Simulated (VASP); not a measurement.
Write the native input for VASP 6.6.1 that does the following.

```yaml
Task: single point
Functional: LDA
Potentials_or_basis: VASP PAW LDA potentials, release 64 (Sr_sv, Al, H)
Cutoff: 520 eV
k_mesh: 5 × 5 × 5
Occupations: gaussian, width 0.1 eV
Spin: no spin polarisation
Dipole_correction: no
Further_INCAR_settings: ALGO = Normal; EDIFF = 1e-07; NBANDS = 16
```

The structure of SrAlH3 lies in POSCAR:

```
SrAlH3
1.0
    4.5854620000      0.0000000000      0.0000000000
    0.0000000000      4.5854620000      0.0000000000
    0.0000000000      0.0000000000      4.5854620000
Sr Al H
1 1 3
Direct
    0.5000000000      0.5000000000      0.5000000000
    0.0000000000      0.0000000000      0.0000000000
    0.0000000000      0.5000000000      0.5000000000
    0.5000000000      0.5000000000      0.0000000000
    0.5000000000      0.0000000000      0.5000000000
```

The cell comes from a database or a generator and needn't be the stable form of this composition.

These files were run (other wordings do the same):

INCAR

```
SYSTEM = SrAlH3
PREC = Accurate ; ENCUT = 520
EDIFF = 1E-7 ; ISMEAR = 0
SIGMA = 0.1 ; LREAL = .False.
LASPH = .True. ; NELM = 100
ALGO = Normal ; ISIF = 2
LWAVE = .False. ; LCHARG = .False.
GGA = CA ; NBANDS = 16
```

KPOINTS

```
Automatic mesh
0
Gamma
  5 5 5
  0 0 0
```

Potentials or basis: VASP PAW LDA potentials, release 64 (Sr_sv, Al, H).

Command:

```sh
$ cat potpaw_LDA.64/Sr_sv/POTCAR potpaw_LDA.64/Al/POTCAR potpaw_LDA.64/H/POTCAR > POTCAR
$ mpirun -np 1 vasp_std > vasp.out
```

Results of the run:

| Property | Result |
| --- | --- |
| Pressure | -1.9 GPa |
| Band gap on the k mesh | 0.41 eV, indirect (least direct gap 1.49 eV) |

Caveat: an odd mesh through Γ misses points on the zone boundary, where band edges often lie.

It took 6.4 s on 1 thread of Intel(R) Xeon(R) 6975P-C (Granite Rapids) (shared host), peak memory 0.17 GiB.
